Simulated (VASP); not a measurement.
Write the native input for VASP 6.6.1 that does the following.

```
Task                   : electrostatic potential
Functional             : PBE
Potentials or basis    : VASP PAW PBE potentials, release 64 (Na_pv, La, Mn_pv, Mo_sv, O)
Cutoff                 : 520 eV
k mesh                 : 6 × 6 × 5
Occupations            : fermi-dirac, width 0.05 eV
Spin                   : collinear spin, ferromagnetic start
Starting moments       : [0.0, 0.0, 4.0, 1.0, 0.0, 0.0, 0.0, 0.0, 0.0, 0.0] μB
Further INCAR settings : ALGO = Normal; EDIFF = 1e-06
```

The structure of NaLaMnMoO6 lies in POSCAR:

```
NaLaMnMoO6
1.0
    5.1093400000     -0.0066900000      0.0105600000
   -0.2394500000      5.6892500000      0.0070300000
   -0.9289900000     -2.8254200000      5.1188400000
Na La Mn Mo O
1 1 1 1 6
Direct
    0.4077600000      0.3808600000      0.0751900000
    0.0369000000      0.6632500000      0.6859800000
    0.4427100000      0.0426800000      0.4063800000
    0.9025100000      0.9638700000      0.3044200000
    0.7362700000      0.6956900000      0.9941700000
    0.7228800000      0.9184600000      0.5529900000
    0.7011200000      0.2736800000      0.3729200000
    0.1922400000      0.7532500000      0.3666000000
    0.1792600000      0.0336500000      0.1167200000
    0.2003400000      0.2746200000      0.6319700000
```

The cell was built by a generator and needn't be a form met in nature.

The input as run:

INCAR

```
  ALGO = Normal
  EDIFF = 1E-6
  ENCUT = 520
  GGA = PE
  ISIF = 2
  ISMEAR = -1
  ISPIN = 2
  KPAR = 4
  LASPH = T
  LCHARG = T
  LMAXMIX = 6
  LORBIT = 11
  LREAL = F
  LVHAR = T
  LWAVE = F
  MAGMOM = 0 0 4 1 0 0 0 0 0 0
  NELM = 100
  PREC = Accurate
  SIGMA = 0.05
```

KPOINTS

```
k-points
0
Gamma
  6 6 5
```

Potentials or basis: VASP PAW PBE potentials, release 64 (Na_pv, La, Mn_pv, Mo_sv, O).

Run with:

```bash
$ cat potpaw_PBE.64/Na_pv/POTCAR potpaw_PBE.64/La/POTCAR potpaw_PBE.64/Mn_pv/POTCAR potpaw_PBE.64/Mo_sv/POTCAR potpaw_PBE.64/O/POTCAR > POTCAR
$ mpirun -np 4 vasp_std > vasp.out
```

Results of the run:

```json
{
 "Pressure": "0.2 GPa",
 "Largest force": "0.113 eV/Å",
 "Band gap on the k mesh": "0.84 eV, indirect (least direct gap 1.09 eV)",
 "Net moment": "3.00 μB per cell",
 "Site moments": "Na +0.00; La +0.02; Mn +3.03; Mo -0.31; O +0.02, +0.00, -0.00, +0.01, +0.07 μB",
 "Valence electrons inside the program's atomic spheres": "Na 6.02; La 8.57; Mn 11.68; Mo 12.44; O 5.00, 5.01, 5.02"
}
```

Caveat: spin-orbit coupling is left out, which moves the levels of the heavy elements; an odd mesh through Γ misses points on the zone boundary, where band edges often lie; a cell with one magnetic atom can't hold antiferromagnetic order, which such compounds often take.

It took 17 min on 4 MPI ranks on Intel(R) Xeon(R) Platinum 8375C CPU @ 2.90GHz (Ice Lake) (shared host), peak memory 1.1 GiB a rank.
